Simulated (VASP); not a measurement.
Runs of VASP 6.6.1 on Zn. The structure is hexagonal, space group P6_3/mmc (No. 194). Conventional cell: a = 2.614 Å, b = 2.614 Å, c = 4.873 Å, α = 90.00°, β = 90.00°, γ = 120.00°. Zn (site symmetry -6m2) is surrounded by 12 Zn at 2.61 to 2.87 Å. 

```csv
task,level,potentials or basis,cell,k mesh,cutoff (eV),mesh quality,gap on the mesh (eV),pressure (GPa),relaxed volume (Å³/atom)
relaxation of cell and atoms,LDA,"VASP PAW LDA potentials, release 64 (Zn)",relaxed,18 × 18 × 10,600,not flagged,none,0.0,13.75
relaxation of cell and atoms,PBEsol,"VASP PAW PBE potentials, release 64 (Zn)",relaxed,18 × 18 × 10,600,not flagged,none,0.0,14.33
relaxation of cell and atoms,PBEsol,"VASP PAW PBE potentials, release 64 (Zn)",relaxed,18 × 18 × 10,580,not flagged,none,0.0,14.33
relaxation of cell and atoms,PBEsol,"VASP PAW PBE potentials, release 64 (Zn)",relaxed,18 × 18 × 10,480,not flagged,none,0.0,(a)
relaxation of cell and atoms,RPBE,"VASP PAW PBE potentials, release 64 (Zn)",relaxed,18 × 18 × 10,600,not flagged,none,0.0,16.09
single point,PBEsol,"VASP PAW PBE potentials, release 64 (Zn)",as given,18 × 18 × 10,520,not flagged,none,-0.5,-
relaxation of cell and atoms,PBEsol,"VASP PAW PBE potentials, release 64 (Zn)",relaxed,6 × 6 × 4,600,coarse,none,0.0,(b)
```

Alike in all rows: no spin polarisation; smearing gaussian 0.1 eV.

Question: Fill in the values left out.

Answer: (a) 14.32; (b) 15.06.

Caveats: some runs use coarse meshes; the PAW data sets were made with another functional, which shifts forces and pressure a little (some runs).

A gap of «none» marks a metal or a gap under the smearing width.

Runs at the PBE level aren't shown here.
